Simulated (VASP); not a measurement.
Here is the system:

```xyz
2
Lattice="0.0000 2.8663 2.8663 2.8663 0.0000 2.8663 2.8663 2.8663 0.0000" Properties=species:S:1:pos:R:3 pbc="T T T"
Al     0.0000     0.0000     0.0000
As     1.4331     1.4331     1.4331
```

Calculation: PBE GGA, VASP's PBE PAW potentials (set 64) (plane waves; VASP 6.6.1). Run with 520 eV cut-off, Gaussian smearing of 0.050 eV, potentials Al As.

Question: Give the energies of bands 2 to 7 at the high-symmetry points, in eV from the valence-band maximum.

Answer: 
```json
[
 {"band": "2", "Γ": "0.00", "X": "-5.30", "U": "-5.07", "L": "-5.41", "W": "-4.99"},
 {"band": "3", "Γ": "0.00", "X": "-2.09", "U": "-3.26", "L": "-0.80", "W": "-3.04"},
 {"band": "4", "Γ": "0.00", "X": "-2.09", "U": "-1.73", "L": "-0.80", "W": "-2.70"},
 {"band": "5", "Γ": "1.76", "X": "1.50", "U": "2.25", "L": "2.00", "W": "4.31"},
 {"band": "6", "Γ": "4.22", "X": "2.29", "U": "4.89", "L": "4.65", "W": "5.45"},
 {"band": "7", "Γ": "4.22", "X": "10.04", "U": "7.99", "L": "4.65", "W": "5.57"}
]
```

The gap is indirect, 1.50 eV, from the valence maximum at Γ to the conduction minimum at X.

Measured: gap 2.28 eV (computed value off by -0.78 eV), as given by Wei Chen et al., Physical Review Materials (2018), doi:10.1103/physrevmaterials.2.073803 [zero-point renormalisation of 0.04 eV added back (the table's ZPR column)].

The compound is AlAs in the zinc blende structure. It was relaxed first.
